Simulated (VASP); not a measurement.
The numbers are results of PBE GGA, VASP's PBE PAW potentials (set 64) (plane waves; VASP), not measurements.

VASP input:

INCAR:
```
! general
SYSTEM  = Al3GaAs4
PREC    = Accurate
ENCUT   = 400   ! plane-wave cut-off (eV)
LREAL   = .FALSE.   ! projection in real space or not
LASPH   = .TRUE.

! electronic loop
EDIFF   = 1E-6   ! SCF stop (eV)
NELM    = 100   ! most electronic steps
ALGO    = Normal
LMAXMIX = 4   ! l cut-off of mixed one-centre charges

! smearing
ISMEAR  = 0   ! Gaussian
SIGMA   = 0.05   ! width (eV)

! functional
GGA     = PE

! output
LWAVE   = .FALSE.
LCHARG  = .TRUE.
```

File KPOINTS:
```
Regular mesh
0
G
  4 4 4
0 0 0
```

File POSCAR:
```
Al3GaAs4
1
    5.7362598503     0.0000000000     0.0000000000
    0.0000000000     5.7362598503     0.0000000000
   -0.0000000000     0.0000000000     5.7362598503
Ga As Al
1 4 3
Direct
  1.0000000000   1.0000000000   1.0000000000
  0.2507920080   0.2507920080   0.2507920080
  0.7492079920   0.7492079920   0.2507920080
  0.7492079920   0.2507920080   0.7492079920
  0.2507920080   0.7492079920   0.7492079920
  0.5000000000   0.5000000000   1.0000000000
  0.5000000000   1.0000000000   0.5000000000
  1.0000000000   0.5000000000   0.5000000000
```

POTCAR, in this order: Ga_d As Al (PBE.64 set). Program: vasp_std.

What VASP printed:

File OSZICAR:
```
       N       E                     dE             d eps       ncg     rms          rms(c)
DAV:   1     0.206781011812E+03    0.20678E+03   -0.15011E+04   560   0.129E+03
DAV:   2    -0.107529483056E+02   -0.21753E+03   -0.21144E+03   604   0.268E+02
DAV:   3    -0.362740004040E+02   -0.25521E+02   -0.24158E+02   636   0.911E+01
DAV:   4    -0.371937313410E+02   -0.91973E+00   -0.91741E+00   652   0.177E+01
DAV:   5    -0.372132668197E+02   -0.19535E-01   -0.19519E-01   718   0.264E+00    0.610E+00
DAV:   6    -0.365081783346E+02    0.70509E+00   -0.13577E+00   756   0.100E+01    0.357E+00
DAV:   7    -0.364061604296E+02    0.10202E+00   -0.69018E-01   644   0.334E+00    0.120E+00
DAV:   8    -0.364082069638E+02   -0.20465E-02   -0.58565E-02   632   0.234E+00    0.207E-01
DAV:   9    -0.364093005324E+02   -0.10936E-02   -0.54628E-03   740   0.987E-01    0.113E-01
DAV:  10    -0.364095934660E+02   -0.29293E-03   -0.54426E-04   604   0.150E-01    0.538E-02
DAV:  11    -0.364098144008E+02   -0.22093E-03   -0.35280E-04   578   0.108E-01    0.827E-03
DAV:  12    -0.364098151219E+02   -0.72112E-06   -0.10703E-05   718   0.245E-02    0.596E-03
DAV:  13    -0.364098166794E+02   -0.15575E-05   -0.52181E-06   544   0.135E-02    0.275E-03
DAV:  14    -0.364098170661E+02   -0.38667E-06   -0.27486E-07   366   0.483E-03
   1 F= -.36409817E+02 E0= -.36409817E+02  d E =-.197651E-15
```

**OUTCAR**
```
------------------------ aborting loop because EDIFF is reached ----------------------------------------
  FORCE on cell =-STRESS in cart. coord.  units (eV):
  Direction    XX          YY          ZZ          XY          YZ          ZX
  --------------------------------------------------------------------------------------
  Total       -0.0301298     -0.0301298     -0.0301298     -0.0000000      0.0000000      0.0000000
  in kB       -0.2557526     -0.2557526     -0.2557526     -0.0000000      0.0000000      0.0000000
  external PRESSURE =      -0.2557526 kB  Pullay stress =       0.0000000 kB
  volume of cell :      188.75
      direct lattice vectors                 reciprocal lattice vectors
     5.736259850  0.000000000  0.000000000     0.174329620  0.000000000  0.000000000
     0.000000000  5.736259850  0.000000000     0.000000000  0.174329620  0.000000000
     0.000000000  0.000000000  5.736259850     0.000000000  0.000000000  0.174329620
 POSITION                                       TOTAL-FORCE (eV/Angst)
 -----------------------------------------------------------------------------------
      0.00000      0.00000      0.00000         0.000000      0.000000     -0.000000
      1.43861      1.43861      1.43861         0.008068      0.008068      0.008068
      4.29765      4.29765      1.43861        -0.008068     -0.008068      0.008068
      4.29765      1.43861      4.29765        -0.008068      0.008068     -0.008068
      1.43861      4.29765      4.29765         0.008068     -0.008068     -0.008068
      2.86813      2.86813      0.00000         0.000000      0.000000     -0.000000
      2.86813      0.00000      2.86813         0.000000      0.000000     -0.000000
      0.00000      2.86813      2.86813         0.000000      0.000000     -0.000000
 -----------------------------------------------------------------------------------
    total drift:                                0.000000      0.000000     -0.000000
  FREE ENERGIE OF THE ION-ELECTRON SYSTEM (eV)
  ---------------------------------------------------
  free  energy   TOTEN  =       -36.4098170661 eV

  energy  without entropy=      -36.4098170661  energy(sigma->0) =      -36.40981707
```
(Selected blocks of OUTCAR.)

**OUTCAR**
```
 val. band max:        3.5379837085   @ k =   0.0000   0.0000   0.0000

 cond. band min:       4.5617276724   @ k =   0.5000   0.5000   0.5000


 Fermi energy:         3.8096988998

 k-point     1 :       0.0000    0.0000    0.0000
  band No.  band energies     occupation
      1     -10.9181      2.00000
      2     -10.9181      2.00000
      3     -10.9181      2.00000
      4     -10.8521      2.00000
      5     -10.8521      2.00000
      6      -8.2929      2.00000
      7      -6.3285      2.00000
      8      -6.3285      2.00000
      9      -6.3285      2.00000
     10      -2.5560      2.00000
     11      -1.8358      2.00000
     12      -1.8358      2.00000
     13       1.3523      2.00000
     14       1.3523      2.00000
     15       1.3523      2.00000
     16       1.3567      2.00000
     17       1.3567      2.00000
     18       1.3567      2.00000
     19       3.5380      2.00000
     20       3.5380      2.00000
     21       3.5380      2.00000
     22       4.6944      0.00000
     23       5.0738      0.00000
     24       5.0738      0.00000
     25       5.0738      0.00000
     26       5.4442      0.00000

 k-point     2 :       0.2500    0.0000    0.0000
  band No.  band energies     occupation
      1     -10.9190      2.00000
      2     -10.9186      2.00000
      3     -10.9186      2.00000
      4     -10.8521      2.00000
      5     -10.8517      2.00000
      6      -8.0917      2.00000
      7      -6.7600      2.00000
      8      -6.3125      2.00000
      9      -6.3125      2.00000
     10      -2.3185      2.00000
     11      -1.7095      2.00000
     12      -1.2748      2.00000
     13       0.8496      2.00000
     14       0.9005      2.00000
     15       1.0145      2.00000
     16       1.0145      2.00000
     17       1.5718      2.00000
     18       1.5718      2.00000
     19       2.0221      2.00000
     20       3.0387      2.00000
     21       3.0387      2.00000
     22       5.2424      0.00000
...
```

The structure was generated: Al3GaAs4 was put into an ordered model structure (P-43m), which need not be its known phase. It was relaxed first.
